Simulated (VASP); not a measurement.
Given:

```yaml
crystal:
  lattice:
    - [1.96876, 1.13666, 6.56690]
    - [-1.96876, 1.13666, 6.56690]
    - [0.00000, -2.27333, 6.56690]
  atoms:
    - { symbol: Na, position: [0.00000, 0.00000, 0.00000] }
    - { symbol: Y, position: [0.50000, 0.50000, 0.50000] }
    - { symbol: S, position: [0.24264, 0.24264, 0.24264] }
    - { symbol: S, position: [0.75736, 0.75736, 0.75736] }
```

Computed with PBEsol GGA, VASP's PBE PAW potentials (set 64) (plane waves; VASP). Settings: 400 eV cut-off, Gaussian smearing of 0.050 eV, potentials Na_pv Y_sv S.

Q: Give the energies of bands 10 to 18 at the high-symmetry points, in eV from the valence-band maximum.

A: 
```csv
band,Γ,T,H2,L,S0,F
10,-3.43,-2.54,-2.63,-3.18,-2.66,-3.48
11,-1.67,-1.61,-2.57,-2.24,-2.41,-2.38
12,-1.67,-1.61,-2.19,-1.93,-2.33,-1.50
13,-0.15,-1.59,-1.69,-1.59,-1.64,-1.31
14,0.00,-0.12,-1.28,-1.14,-1.32,-0.88
15,0.00,-0.12,-0.97,-0.70,-1.01,-0.83
16,3.44,3.49,3.69,2.67,3.72,2.15
17,3.44,3.49,4.17,5.26,4.45,5.17
18,3.91,3.69,4.77,5.34,4.51,5.23
```

The gap is indirect, 2.15 eV, from the valence maximum at Γ to the conduction minimum at F.

The structure comes from a computed database's NaYS2 entry (R-3m); how it stands against other phases isn't given here. It was relaxed first.
